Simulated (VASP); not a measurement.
Relaxed, unreconstructed slabs of Tc (hcp). Calculation: r2SCAN meta-GGA, VASP's PBE PAW potentials (set 64) (plane waves; VASP).

Slab and bulk use different k-meshes, so the surface energy is good to a few per cent at best.

Order the faces (001) [6 atoms], (100) [8 atoms] by surface energy, lowest first.

(001) [6 atoms] (2.33 J/m²), (100) [8 atoms] (2.73 J/m²)

And what are their work functions?

(001) [6 atoms] 4.61 eV, (100) [8 atoms] 4.38 eV.

Runs of the series that failed, ran out of time, didn't relax or are held back are left out, and each face is given by its thickest slab.

The cell is a thin slab with vacuum, built from Tc (hcp).
